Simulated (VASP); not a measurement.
These are r2SCAN meta-GGA, VASP's PBE PAW potentials (set 64) (plane waves; VASP) values and carry that method's errors.

VASP ran on this input.

File POSCAR:
```
Al3Sc
1
    4.0850747898     0.0000000000     0.0000000000
    0.0000000000     4.0850747898     0.0000000000
    0.0000000000     0.0000000000     4.0850747898
Sc Al
1 3
Direct
  0.0000000000   0.0000000000   0.0000000000
  0.0000000000   0.5000000000   0.5000000000
  0.5000000000   0.0000000000   0.5000000000
  0.5000000000   0.5000000000   0.0000000000
```

INCAR:
```
! general
SYSTEM  = Al3Sc
PREC    = Normal
ENCUT   = 400
LREAL   = .FALSE.
LASPH   = .TRUE.   ! aspherical one-centre terms

! electronic loop
EDIFF   = 1E-5   ! SCF stop (eV)
NELM    = 100   ! most electronic steps
NELMIN  = 4
ALGO    = Normal   ! blocked Davidson
LMAXMIX = 4
LMIXTAU = .TRUE.

! smearing
ISMEAR  = 1   ! Methfessel-Paxton
SIGMA   = 0.1   ! width (eV)

! functional
METAGGA = R2SCAN

! ions
IBRION  = 2
NSW     = 20   ! most ionic steps
ISIF    = 2   ! forces and stress, cell fixed
EDIFFG  = -0.03

! output
LWAVE   = .FALSE.
LCHARG  = .FALSE.
```

KPOINTS:
```
Automatic mesh
0
Gamma
  10 10 10
0 0 0
```

POTCAR, in this order: Sc_sv Al (PBE.64 set). Program: vasp_std.

Task: What does the run give for the energy per atom (σ→0), band gap (on the k-mesh)?

Result: 
```yaml
energy per atom (σ→0): -8.376 eV/atom
band gap (on the k-mesh): none (metal, semimetal or under 0.01 eV)
```

### OSZICAR
```
...
DAV:  10    -0.335064564180E+02   -0.63751E-01   -0.11772E-01  2200   0.410E+00    0.249E-01
DAV:  11    -0.335031327979E+02    0.33236E-02   -0.12479E-02  2492   0.156E+00    0.176E-01
DAV:  12    -0.335052630758E+02   -0.21303E-02   -0.31617E-03  2068   0.629E-01    0.406E-02
DAV:  13    -0.335056868220E+02   -0.42375E-03   -0.65597E-04  2038   0.270E-01    0.233E-02
DAV:  14    -0.335056367707E+02    0.50051E-04   -0.11337E-04  2318   0.143E-01    0.937E-03
DAV:  15    -0.335056757824E+02   -0.39012E-04   -0.29485E-05  1738   0.664E-02    0.714E-03
DAV:  16    -0.335056728055E+02    0.29769E-05   -0.12896E-05  1266   0.481E-02
   1 F= -.33505673E+02 E0= -.33505787E+02  d E =-.335057E+02
```

The compound is Al3Sc in the L1_2 structure. It was relaxed first.
